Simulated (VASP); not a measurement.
# TaAs: the relaxed cell at several levels of theory, part 2 of 3

Which functional gives which lattice for TaAs? The starting structure is a computed structure from the Materials Project. The first relaxation on each setting starts from this cell expanded by 3 % in volume.

VASP 6.6.1.

Results so far: PBEsol 17.10 Å³ an atom; LDA 16.80 Å³ an atom; PBE 17.65 Å³ an atom.

**5. Relaxation with PBEsol + D3(BJ)**

Level of this step: PBEsol with D3(BJ); plane waves and PAW (Ta_pv, As) (VASP).

D3 with Becke-Johnson damping keeps a finite attraction at short range. This run starts from the cell of an earlier relaxation, which isn't shown; the restart sets up the plane waves anew.

The input, INCAR:

```
SYSTEM = TaAs
PREC = Accurate
ENCUT = 450
EDIFF = 1E-06
NELM = 100
ISMEAR = 0
SIGMA = 0.03
LREAL = .FALSE.
ALGO = Normal
GGA = PS
IVDW = 12
NBANDS = 22
LASPH = .TRUE.
LORBIT = 11
LWAVE = .FALSE.
LCHARG = .FALSE.
KPAR = 8
IBRION = 2
NSW = 50
ISIF = 3
EDIFFG = -0.006
```

The input, POSCAR:

```
TaAs
1.0
    0.0000000000     -3.3987781803      0.0000000000
   -3.3987781803      0.0000000000      0.0000000000
    1.6993890902     -1.6993890902     -5.7441297280
Ta As
2 2
Direct
    0.5004184176      0.4995815824      0.9991631647
    0.2504184176      0.2495815824      0.4991631647
    0.0821810024      0.9178189976      0.8356379953
    0.8321810024      0.6678189976      0.3356379953
```

The input, KPOINTS:

```
Automatic mesh
0
Gamma
6 6 6
0 0 0
```

The projector-augmented-wave data sets are Ta_pv and As (PBE family, release 64).

Started as:

```
> mpirun -np 8 vasp_std
```

The log of the run:

```text
[banner, memory and clock lines left out]
running    8 mpi-ranks, on    1 nodes
[...]
[... a notice as in an earlier step ...]

 [... a notice as in an earlier step ...]

 LDA part: xc-table for (Slater+PW92), standard interpolation
 POSCAR, INCAR and KPOINTS ok, starting setup
[...]
entering main loop
       N       E                     dE             d eps       ncg     rms          rms(c)
DAV:   1     0.225047622705E+03    0.22505E+03   -0.15373E+04  1320   0.126E+03
DAV:   2    -0.298152758842E+02   -0.25486E+03   -0.24549E+03  1554   0.355E+02
DAV:   3    -0.392518912889E+02   -0.94366E+01   -0.92192E+01  1710   0.618E+01
DAV:   4    -0.393934914314E+02   -0.14160E+00   -0.14120E+00  1562   0.733E+00
[...]
DAV:  11    -0.376623628350E+02    0.43154E-06   -0.39092E-05  1692   0.319E-02    0.124E-02
DAV:  12    -0.376623596785E+02    0.31565E-05   -0.10602E-05  1616   0.225E-02    0.102E-03
DAV:  13    -0.376623596478E+02    0.30665E-07   -0.39475E-07   918   0.420E-03
   1 F= -.40188327E+02 E0= -.40188274E+02  d E =-.401883E+02
[...]
reached required accuracy - stopping structural energy minimisation
```

Wall time 4.8 s (8 MPI ranks of Intel Xeon 6975P-C (Granite Rapids), shared host); peak memory 1.6 GiB; 30 s of CPU time.

OUTCAR, selected parts (step 5):

```text
 Edisp (eV)   -2.52597

  Total       0.00662     0.00662    -0.01705     0.00000    -0.00000     0.00000
  in kB       0.15978     0.15978    -0.41175     0.00000    -0.00000     0.00000
  external pressure =       -0.03 kB  Pullay stress =        0.00 kB

 POSITION                                       TOTAL-FORCE (eV/Angst)
 -----------------------------------------------------------------------------------
     -0.00000     -3.39878     -5.73932         0.000000     -0.000000     -0.000250
     -0.00000     -1.69939     -2.86726         0.000000     -0.000000     -0.000250
     -1.69939     -1.69939     -4.80001        -0.000000      0.000000      0.000250
     -1.69939     -3.39878     -1.92795        -0.000000      0.000000      0.000250
 -----------------------------------------------------------------------------------
    total drift:                               -0.000003      0.000003      0.000171

  FREE ENERGIE OF THE ION-ELECTRON SYSTEM (eV)
  ---------------------------------------------------
  free  energy   TOTEN  =       -40.1883268009 eV

  energy  without entropy=      -40.1882209714  energy(sigma->0) =      -40.18827389

[... 2 parts as in an earlier step ...]

[... 2 further parts left out ...]
[key lines of the parts left out:]
E-fermi :   7.2398
```

With PBEsol + D3(BJ) the relaxed cell holds 16.589 Å³ an atom, -4.64 % against the starting cell, with a = 3.399 Å and c = 11.488 Å. That is -2.99 % from PBEsol.

**6. Relaxation with r2SCAN**

r2SCAN adds the kinetic-energy density, costs more than a GGA and is run with LASPH. This run starts from the cell of an earlier relaxation, which isn't shown; the restart sets up the plane waves anew.

INCAR, as its differences from that of step 5:

```diff
@@ -9,6 +9,5 @@
 ALGO = Normal
-GGA = PS
-IVDW = 12
+METAGGA = R2SCAN
+LASPH = .TRUE.
 NBANDS = 22
-LASPH = .TRUE.
 LORBIT = 11
```

The input, POSCAR:

```
TaAs
1.0
    0.0000000000     -3.4422205786      0.0000000000
   -3.4422205786      0.0000000000      0.0000000000
    1.7211102893     -1.7211102893     -5.8765960944
Ta As
2 2
Direct
    0.4999952052      0.5000047948      0.0000095896
    0.2499952052      0.2500047948      0.5000095896
    0.0826042148      0.9173957852      0.8347915704
    0.8326042148      0.6673957852      0.3347915704
```

KPOINTS is that of step 5.

Started as:

```
> mpirun -np 8 vasp_std
```

The log of the run:

```text
[banner, memory and clock lines left out]
running    8 mpi-ranks, on    1 nodes
[...]
[... a notice as in an earlier step ...]

 [... a notice as in an earlier step ...]

 LDA part: xc-table for (None), standard interpolation
 POSCAR, INCAR and KPOINTS ok, starting setup
[...]
entering main loop
       N       E                     dE             d eps       ncg     rms          rms(c)
DAV:   1     0.133472924435E+03    0.13347E+03   -0.15885E+04  1328   0.130E+03
DAV:   2    -0.127424184192E+03   -0.26090E+03   -0.25026E+03  1536   0.360E+02
DAV:   3    -0.137550837799E+03   -0.10127E+02   -0.98558E+01  1692   0.634E+01
DAV:   4    -0.137735658404E+03   -0.18482E+00   -0.18311E+00  1642   0.815E+00
[...]
DAV:  11    -0.129062874393E+03    0.23763E-04   -0.15760E-04  1714   0.756E-02    0.124E-02
DAV:  12    -0.129062872827E+03    0.15667E-05   -0.70942E-06  1602   0.203E-02    0.912E-03
DAV:  13    -0.129062872103E+03    0.72304E-06   -0.72799E-07  1056   0.464E-03
   1 F= -.12906287E+03 E0= -.12906285E+03  d E =-.129063E+03
[...]
reached required accuracy - stopping structural energy minimisation
```

Run time: 11 s. Hardware: 8 MPI ranks; peak memory 1.5 GiB.

OUTCAR, selected parts (step 6):

```text
  Total        0.0035231      0.0035231     -0.0072604      0.0000000      0.0000000      0.0000000
  in kB        0.0810637      0.0810637     -0.1670582      0.0000000      0.0000000      0.0000000
  external PRESSURE =      -0.0016436 kB  Pullay stress =       0.0000000 kB

 POSITION                                       TOTAL-FORCE (eV/Angst)
 -----------------------------------------------------------------------------------
     -1.72111     -1.72111     -0.00006         0.000000     -0.000000      0.004480
      0.00000     -1.72111     -2.93835         0.000000     -0.000000      0.004480
     -1.72111     -1.72111     -4.90573        -0.000000      0.000000     -0.004480
     -1.72111     -3.44222     -1.96743        -0.000000      0.000000     -0.004480
 -----------------------------------------------------------------------------------
    total drift:                               -0.000002      0.000002      0.000321

  FREE ENERGIE OF THE ION-ELECTRON SYSTEM (eV)
  ---------------------------------------------------
  free  energy   TOTEN  =      -129.0628721035 eV

  energy  without entropy=     -129.0628352474  energy(sigma->0) =     -129.06285368

[... 2 parts as in an earlier step ...]

[... 2 further parts left out ...]
[key lines of the parts left out:]
E-fermi :   6.9171
```

With r2SCAN the relaxed cell holds 17.408 Å³ an atom, +0.07 % against the starting cell, with a = 3.442 Å and c = 11.753 Å. That is +1.80 % from PBEsol.

**7. Relaxation with r2SCAN + rVV10**

rVV10 adds a nonlocal correlation energy for dispersion. This run starts from the cell of an earlier relaxation, which isn't shown; the restart sets up the plane waves anew.

INCAR, as its differences from that of step 6:

```diff
@@ -10,2 +10,6 @@
 METAGGA = R2SCAN
+LUSE_VDW = .TRUE.
+IVDW_NL = 2
+BPARAM = 11.95
+CPARAM = 0.0093
 LASPH = .TRUE.
```

The input, POSCAR:

```
TaAs
1.0
    0.0000000000     -3.4380364245      0.0000000000
   -3.4380364245      0.0000000000      0.0000000000
    1.7190182123     -1.7190182123     -5.8602042929
Ta As
2 2
Direct
    0.5000569577      0.4999430423      0.9998860845
    0.2500569577      0.2499430423      0.4998860845
    0.0825424623      0.9174575377      0.8349150755
    0.8325424623      0.6674575377      0.3349150755
```

KPOINTS is that of step 6.

Started as:

```
> mpirun -np 8 vasp_std
```

The log of the run:

```text
[banner, memory and clock lines left out]
running    8 mpi-ranks, on    1 nodes
[...]
[... a notice as in an earlier step ...]

|                                                                             |
|               ----> ADVICE to this user running VASP <----                  |
|                                                                             |
|     You have switched on vdW-DFT.                                           |
|     This routine was written and supplied by Jiri Klimes. We recommend      |
|     that you carefully read and cite the following publications:            |
|       J. Klimes, D.R. Bowler, A. Michelides                                 |
|          J. Phys.: Cond Matt. 22 022201 (2010)                              |
|       J. Klimes, D.R. Bowler, A. Michelides                                 |
|          Phys. Rev. B. 83, 195131 (2011)                                    |
|     and references therein.                                                 |
[...]
Total rVV10 correction in eV:      0.4900669    38.6268234
Total rVV10 correction in eV:      0.4900669    38.6268234
Total rVV10 correction in eV:      0.4900669    38.6268234
DAV:  13    -0.128571168860E+03    0.78674E-06   -0.75829E-07  1074   0.467E-03
Total rVV10 correction in eV:      0.4900712    38.6268234
Total rVV10 correction in eV:      0.4900712    38.6268234
Total rVV10 correction in eV:      0.4900712    38.6268234
Total rVV10 correction in eV:      0.4900712    38.6268234
Total rVV10 correction in eV:      0.4900712    38.6268234
Total rVV10 correction in eV:      0.4900712    38.6268234
Total rVV10 correction in eV:      0.4900712    38.6268234
Total rVV10 correction in eV:      0.4900712    38.6268234
Total rVV10 correction in eV:      0.4900709    38.6268234
Total rVV10 correction in eV:      0.4900709    38.6268234
Total rVV10 correction in eV:      0.4900709    38.6268234
Total rVV10 correction in eV:      0.4900709    38.6268234
Total rVV10 correction in eV:      0.4900709    38.6268234
Total rVV10 correction in eV:      0.4900709    38.6268234
Total rVV10 correction in eV:      0.4900709    38.6268234
Total rVV10 correction in eV:      0.4900709    38.6268234
   1 F= -.12857117E+03 E0= -.12857115E+03  d E =-.128571E+03
[...]
reached required accuracy - stopping structural energy minimisation
```

Elapsed: 40 s, on 8 MPI ranks; peak memory 2.4 GiB; 4.6 min of CPU time.

OUTCAR, selected parts (step 7):

```text
  Total        0.0084536      0.0084536      0.0121615      0.0000000      0.0000000     -0.0000000
  in kB        0.1955332      0.1955332      0.2812952      0.0000000      0.0000000     -0.0000000
  external PRESSURE =       0.2241206 kB  Pullay stress =       0.0000000 kB

 POSITION                                       TOTAL-FORCE (eV/Angst)
 -----------------------------------------------------------------------------------
     -0.00000     -3.43804     -5.85954        -0.000000      0.000000      0.000676
     -0.00000     -1.71902     -2.92943        -0.000000      0.000000      0.000676
     -1.71902     -1.71902     -4.89277         0.000000     -0.000000     -0.000676
     -1.71902     -3.43804     -1.96267         0.000000     -0.000000     -0.000676
 -----------------------------------------------------------------------------------
    total drift:                               -0.000001      0.000001     -0.000197

  FREE ENERGIE OF THE ION-ELECTRON SYSTEM (eV)
  ---------------------------------------------------
  free  energy   TOTEN  =      -128.5711688601 eV

  energy  without entropy=     -128.5711361899  energy(sigma->0) =     -128.57115253

[... 2 parts as in an earlier step ...]

[... 2 further parts left out ...]
[key lines of the parts left out:]
E-fermi :   6.9551
```

With r2SCAN + rVV10 the relaxed cell holds 17.317 Å³ an atom, -0.46 % against the starting cell, with a = 3.438 Å and c = 11.720 Å. That is +1.27 % from PBEsol.

**8. Relaxation with rev-vdW-DF2**

rev-vdW-DF2 revises the exchange of vdW-DF2 for solids. This run starts from the cell of an earlier relaxation, which isn't shown; the restart sets up the plane waves anew.

INCAR, as its differences from that of step 7:

```diff
@@ -9,7 +9,8 @@
 ALGO = Normal
-METAGGA = R2SCAN
+GGA = MK
+AGGAC = 0
 LUSE_VDW = .TRUE.
-IVDW_NL = 2
-BPARAM = 11.95
-CPARAM = 0.0093
+PARAM1 = 0.1234
+PARAM2 = 0.711357
+ZAB_VDW = -1.8867
 LASPH = .TRUE.
```

The input, POSCAR:

```
TaAs
1.0
    0.0000000000     -3.4532099742      0.0000000000
   -3.4532099742      0.0000000000      0.0000000000
    1.7266049871     -1.7266049871     -5.8611870192
Ta As
2 2
Direct
    0.5002468036      0.4997531964      0.9995063929
    0.2502468036      0.2497531964      0.4995063929
    0.0823526164      0.9176473836      0.8352947671
    0.8323526164      0.6676473836      0.3352947671
```

KPOINTS is that of step 7.

Started as:

```
> mpirun -np 8 vasp_std
```

The log of the run:

```text
[banner, memory and clock lines left out]
running    8 mpi-ranks, on    1 nodes
[...]
[... a notice as in an earlier step ...]

 [... a notice as in an earlier step ...]

 [... a notice as in an earlier step ...]

 LDA part: xc-table for (Slater+PW92), standard interpolation
 POSCAR, INCAR and KPOINTS ok, starting setup
[...]
entering main loop
       N       E                     dE             d eps       ncg     rms          rms(c)
DAV:   1     0.225513254184E+03    0.22551E+03   -0.15323E+04  1328   0.125E+03
DAV:   2    -0.203505129635E+02   -0.24586E+03   -0.23599E+03  1544   0.343E+02
DAV:   3    -0.296807076260E+02   -0.93302E+01   -0.91096E+01  1728   0.604E+01
DAV:   4    -0.298280704344E+02   -0.14736E+00   -0.14655E+00  1618   0.720E+00
[...]
DAV:  11    -0.280115172827E+02    0.18171E-05   -0.29005E-05  1798   0.282E-02    0.114E-02
DAV:  12    -0.280115138693E+02    0.34134E-05   -0.11168E-05  1628   0.234E-02    0.158E-03
DAV:  13    -0.280115138789E+02   -0.96561E-08   -0.39829E-07   930   0.431E-03
[...]
N       E                     dE             d eps       ncg     rms          rms(c)
DAV:   1    -0.280116298552E+02   -0.11599E-03   -0.47573E-03  1380   0.635E-01    0.945E-02
DAV:   2    -0.280115284761E+02    0.10138E-03   -0.28175E-04  1428   0.135E-01    0.347E-02
DAV:   3    -0.280115074525E+02    0.21024E-04   -0.62326E-05  1632   0.588E-02    0.857E-03
DAV:   4    -0.280115068028E+02    0.64972E-06   -0.60060E-06  1644   0.131E-02
   2 F= -.28011507E+02 E0= -.28011481E+02  d E =0.707613E-05
 trial-energy change:    0.000007  1 .order    0.000003   -0.000031    0.000036
 step:   0.3686(harm=  0.4586)  dis= 0.00010  next Energy=   -28.011519 (dE=-0.543E-05)
[...]
N       E                     dE             d eps       ncg     rms          rms(c)
DAV:   1    -0.280115732870E+02   -0.65834E-04   -0.19723E-03  1368   0.409E-01    0.623E-02
DAV:   2    -0.280115309770E+02    0.42310E-04   -0.11695E-04  1386   0.871E-02    0.231E-02
DAV:   3    -0.280115217020E+02    0.92750E-05   -0.25671E-05  1622   0.376E-02    0.508E-03
DAV:   4    -0.280115208612E+02    0.84079E-06   -0.24876E-06  1406   0.836E-03
   3 F= -.28011521E+02 E0= -.28011495E+02  d E =-.698223E-05
[...]
reached required accuracy - stopping structural energy minimisation
```

Wall time 63 s (8 MPI ranks); peak memory 3 GiB; 7.3 min of CPU time.

(Continued in part 3 of 3.)

[Lines on the potential files, build, host, timing and source positions are cut from VASP's logs without a mark.]

[Logs are printed without paths, hosts, clocks, repeated set-up lines and the standing remarks that a program may print on its own settings, such as how far it seeks lower states.]

[Hosts, paths, dates, database ids (printed as entryN), source tags and the programs' standing remarks are cut or masked in the printed files.]
